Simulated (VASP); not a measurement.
A VASP calculation is set up with these files.

### INCAR
```
SYSTEM  =  ZnS
PREC  =  Accurate; ENCUT  =  300; LREAL  =  .FALSE.
LASPH  =  .TRUE.
EDIFF  =  1E-6; NELM  =  100; ALGO  =  Normal
LMAXMIX  =  4
ISMEAR  =  -1; SIGMA  =  0.05
GGA  =  PS
ISIF  =  2
LWAVE  =  .FALSE.; LCHARG  =  .FALSE.
```

KPOINTS:
```
Automatic mesh
0
Gamma
8 8 5
0 0 0
```

**POSCAR**
```
ZnS
3.820
  0.5000000000  -0.8660253927   0.0000000000
  0.5000000000   0.8660253927   0.0000000000
  0.0000000000   0.0000000000   1.6387434555
Zn S
2 2
Cartesian
  0.5000000000  -0.2886757082   0.8193717277
  0.5000000000   0.2886757082   0.0000000000
  0.5000000000  -0.2886757082   1.4339005236
  0.5000000000   0.2886757082   0.6145287958
```

POTCAR, in this order: Zn S (PBE.64 set). Program: vasp_std.

Question: Write an equivalent input for Quantum ESPRESSO's pw.x.

Answer: One equivalent input (not run):
```
&CONTROL
  calculation = 'scf'
  pseudo_dir = './pseudo'
  outdir = './out'
  tprnfor = .true.
  tstress = .true.
/
&SYSTEM
  ibrav = 0
  nat = 4
  ntyp = 2
  ecutwfc = 84
  occupations = 'smearing'
  smearing = 'fermi-dirac'
  degauss = 0.003675
  input_dft = 'pbesol'
/
&ELECTRONS
  conv_thr = 7.3e-08
  electron_maxstep = 100
/
ATOMIC_SPECIES
  Zn 65.380 Zn.upf
  S 32.060 S.upf
CELL_PARAMETERS angstrom
     1.9100000   -3.3082170    0.0000000
     1.9100000    3.3082170    0.0000000
     0.0000000    0.0000000    6.2600000
ATOMIC_POSITIONS crystal
  Zn   0.6666670  0.3333330  0.5000000
  Zn   0.3333330  0.6666670  0.0000000
  S    0.6666670  0.3333330  0.8750000
  S    0.3333330  0.6666670  0.3750000
K_POINTS automatic
  8 8 5 0 0 0
```
What does not carry over: the potentials are each code's own (VASP's PAW set, PseudoDojo norm-conserving files in pw.x), so ENCUT and ecutwfc are chosen apart and not converted; conv_thr bounds pw.x's estimated SCF error, while EDIFF bounds the energy change between steps.

The structure is a typed ZnS crystal (P6_3mc). The cell was not relaxed at this level.
